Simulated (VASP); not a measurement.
Here is the system:

```xyz
2
Lattice="0.0000 2.3843 2.3843 2.3843 0.0000 2.3843 2.3843 2.3843 0.0000" Properties=species:S:1:pos:R:3 pbc="T T T"
Na     0.0000     0.0000     0.0000
F      2.3843     2.3843     2.3843
```

Computed with vdW-DF-cx, VASP's PBE PAW potentials (set 64) (plane waves; VASP 6.6.1). Run with 520 eV cut-off, 10×10×10 Γ-centred mesh, Gaussian smearing of 0.050 eV, potentials Na_pv F.

### Question
Give the stress tensor in GPa (positive for a compressed cell).

### Answer

```
-2.20   0.00   0.00
 0.00  -2.20   0.00
 0.00   0.00  -2.20
```
The pressure is its mean diagonal, -2.20 GPa.

The compound is NaF in the rock salt structure. This cell is one point of a volume scan, at 1.06 of the reference volume.
